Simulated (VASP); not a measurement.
Level of theory: PBEsol GGA, VASP's PBE PAW potentials (set 64) (plane waves; VASP).

Input for VASP

INCAR:
```
SYSTEM = TiC
PREC = Accurate
ENCUT = 520
EDIFF = 1E-7
NELM = 100
ALGO = Normal
LREAL = .FALSE.
LASPH = .TRUE.
ISMEAR = 0
SIGMA = 0.05
GGA = PS
LMAXMIX = 4
LWAVE = .FALSE.
LCHARG = .FALSE.
LORBIT = 11
ICHARG = 11
```

**POSCAR**
```
TiC
3.0370680
  0.0000000000   0.7071067767   0.7071067767
  0.7071067767   0.0000000000   0.7071067767
  0.7071067767   0.7071067767   0.0000000000
Ti C
1 1
Cart
  0.0000000000   0.0000000000   0.0000000000
  0.7071067767   0.7071067767   0.7071067767
```

**KPOINTS**
```
k-points along high-symmetry lines
15
Line-mode
Reciprocal
  0.000000   0.000000   0.000000 ! GAMMA
  0.500000   0.000000   0.500000 ! X

  0.500000   0.000000   0.500000 ! X
  0.625000   0.250000   0.625000 ! U

  0.375000   0.375000   0.750000 ! K
  0.000000   0.000000   0.000000 ! GAMMA

  0.000000   0.000000   0.000000 ! GAMMA
  0.500000   0.500000   0.500000 ! L

  0.500000   0.500000   0.500000 ! L
  0.500000   0.250000   0.750000 ! W

  0.500000   0.250000   0.750000 ! W
  0.500000   0.000000   0.500000 ! X
```

POTCAR, in this order: Ti_sv C (PBE.64 set). Program: vasp_std. Read from the step before: CHGCAR.

Output of the run:

File OUTCAR:
```
 ion  position               nearest neighbor table
   1  0.000  0.000  0.000-   2 2.15   2 2.15   2 2.15   2 2.15   2 2.15   2 2.15
   2  0.500  0.500  0.500-   1 2.15   1 2.15   1 2.15   1 2.15   1 2.15   1 2.15
  LATTYP: Found a face centered cubic cell.
 ALAT       =     4.2950627280
 Subroutine PRICEL returns:
 Original cell was already a primitive cell.
 Subroutine GETGRP returns: Found 48 space group operations
The static configuration has the point symmetry O_h .
The dynamic configuration has the point symmetry O_h .
 Subroutine INISYM returns: Found 48 space group operations
   k-points           NKPTS =     90   k-points in BZ     NKDIM =     90   number of bands    NBANDS=     12
   number of dos      NEDOS =    301   number of ions     NIONS =      2
   total plane-waves  NPLWV =  13824
   dimension x,y,z NGX =    24 NGY =   24 NGZ =   24
   dimension x,y,z NGXF=    48 NGYF=   48 NGZF=   48
   ions per type =               1   1
   PREC   = accura    normal or accurate (medium, high low for compatibility)
   ISTART =      0    job   : 0-new  1-cont  2-samecut
   ICHARG =     11    charge: 1-file 2-atom 10-const
   ISPIN  =      1    spin polarized calculation?
   LNONCOLLINEAR =      F non collinear calculations
   LSORBIT =      F    spin-orbit coupling
   INIWAV =      1    electr: 0-lowe 1-rand  2-diag
   ENCUT  =  520.0 eV  38.22 Ry    6.18 a.u.   5.65  5.65  5.65*2*pi/ulx,y,z
   NELM   =    100;   NELMIN=  2; NELMDL= -5     # of ELM steps
   EDIFF  = 0.1E-06   stopping-criterion for ELM
   LREAL  =      F    real-space projection
   NLSPLINE    = F    spline interpolate recip. space projectors
   LMAXMIX     =    4 max onsite mixed and CHGCAR
   VOSKOWN=      0    Vosko Wilk Nusair interpolation
   EDIFFG = 0.1E-05   stopping-criterion for IOM
   NSW    =      0    number of steps for IOM
   NBLOCK =      1;   KBLOCK =      1    inner block; outer block
   IBRION =     -1    ionic relax: 0-MD 1-quasi-New 2-CG
   NFREE  =      0    steps in history (QN), initial steepest desc. (CG)
   ISIF   =      2    stress and relaxation
   ISYM   =      2    0-nonsym 1-usesym 2-fastsym
   TEIN   =    0.0    initial temperature
   TEBEG  =    0.0;   TEEND  =   0.0 temperature during run
   SMASS  =  -3.00    Nose mass-parameter (am)
   PSTRESS=    0.0 pullay stress
   NELECT =      16.0000    total number of electrons
   EFERMI =   0.00;   METHOD = LEGACY
   ISMEAR =     0;   SIGMA  =   0.05  broadening in eV -4-tet -1-fermi 0-gaus
   IALGO  =     38    algorithm
   LDIAG  =      T    sub-space diagonalisation (order eigenvalues)
   IMIX   =      4    mixing-type and parameters
     AMIX     =   0.40;   BMIX     =  1.00
     AMIX_MAG =   1.60;   BMIX_MAG =  1.00
     AMIN     =   0.10
   GGA     = PS    functional components
   VOSKOWN =     0    Vosko Wilk Nusair interpolation
   LHFCALC =     F    Hartree Fock is set to
   LHFONE  =     F    Hartree Fock one center treatment
   AEXX    =    0.0000 exact exchange contribution
   IVDW    =     0    specifies the selected vdW correction
   LEPSILON=     F    determine dielectric tensor
   LRPA    =     F    only Hartree local field effects (RPA)
  energy-cutoff  :      520.00
  volume of cell :       19.81
      direct lattice vectors                 reciprocal lattice vectors
     0.000000000  2.147531364  2.147531364    -0.232825470  0.232825470  0.232825470
     2.147531364  0.000000000  2.147531364     0.232825470 -0.232825470  0.232825470
     2.147531364  2.147531364  0.000000000     0.232825470  0.232825470 -0.232825470
 k-point     1 :   0.0000 0.0000 0.0000  plane waves:     531
 k-point     2 :   0.0357 0.0000 0.0357  plane waves:     532
 k-point     3 :   0.0714 0.0000 0.0714  plane waves:     532
 k-point     4 :   0.1071 0.0000 0.1071  plane waves:     532
 k-point     5 :   0.1429 0.0000 0.1429  plane waves:     540
 k-point     6 :   0.1786 0.0000 0.1786  plane waves:     532
 k-point     7 :   0.2143 0.0000 0.2143  plane waves:     536
 k-point     8 :   0.2500 0.0000 0.2500  plane waves:     528
 k-point     9 :   0.2857 0.0000 0.2857  plane waves:     540
 k-point    10 :   0.3214 0.0000 0.3214  plane waves:     540
...
```

File OSZICAR:
```
       N       E                     dE             d eps       ncg     rms          rms(c)
DAV:   1     0.114950791177E+03    0.11495E+03   -0.86208E+03  2160   0.164E+03
DAV:   2    -0.876017453055E+01   -0.12371E+03   -0.11859E+03  2288   0.380E+02
DAV:   3    -0.166325003145E+02   -0.78723E+01   -0.73965E+01  2996   0.891E+01
DAV:   4    -0.168997592689E+02   -0.26726E+00   -0.25771E+00  2704   0.150E+01
DAV:   5    -0.169096161905E+02   -0.98569E-02   -0.98552E-02  3024   0.241E+00
DAV:   6    -0.169098108800E+02   -0.19469E-03   -0.19469E-03  2640   0.275E-01
DAV:   7    -0.169098152349E+02   -0.43550E-05   -0.43551E-05  3100   0.332E-02
DAV:   8    -0.169098153459E+02   -0.11092E-06   -0.11061E-06  2124   0.402E-03
DAV:   9    -0.169098153509E+02   -0.50527E-08   -0.59228E-08  1564   0.775E-04
   1 F= -.16909815E+02 E0= -.16909028E+02  d E =-.157529E-02
```

OUTCAR:
```
 val. band max:        9.9187020276   @ k =   0.5000   0.0536   0.5536

 cond. band min:       9.9244509543   @ k =   0.0714   0.0000   0.0714



 k-point     1 :       0.0000    0.0000    0.0000
  band No.  band energies     occupation
      1     -46.6545      2.00000
      2     -22.7672      2.00000
      3     -22.7672      2.00000
      4     -22.7672      2.00000
      5      -2.8838      2.00000
      6      10.2736      0.00000
      7      10.2736      0.00000
      8      10.2736      0.00000
      9      11.3385      0.00000
     10      11.3385      0.00000
     11      11.3385      0.00000
     12      11.3818      0.00000

 k-point     2 :       0.0357    0.0000    0.0357
  band No.  band energies     occupation
      1     -46.6531      2.00000
      2     -22.7740      2.00000
      3     -22.7696      2.00000
      4     -22.7696      2.00000
      5      -2.8437      2.00000
      6      10.1579      0.00000
      7      10.1579      0.00000
      8      10.2342      0.00000
      9      10.4466      0.00000
     10      11.3939      0.00000
     11      11.4894      0.00000
     12      11.4894      0.00000

 k-point     3 :       0.0714    0.0000    0.0714
  band No.  band energies     occupation
      1     -46.6490      2.00000
      2     -22.7940      2.00000
      3     -22.7766      2.00000
      4     -22.7766      2.00000
      5      -2.7253      2.00000
      6       9.5454      2.00000
      7       9.9245      0.94404
      8       9.9245      0.94403
      9      10.1199      0.00000
     10      11.4297      0.00000
     11      11.8251      0.00000
     12      11.8251      0.00000

 k-point     4 :       0.1071    0.0000    0.1071
  band No.  band energies     occupation
      1     -46.6424      2.00000
      2     -22.8257      2.00000
      3     -22.7878      2.00000
      4     -22.7878      2.00000
      5      -2.5351      2.00000
      6       8.6831      2.00000
      7       9.6869      2.00000
...
```

The density is held fixed in this step, so its total energy and stress have no physical meaning.

The compound is TiC in the rock salt structure. It was relaxed first.
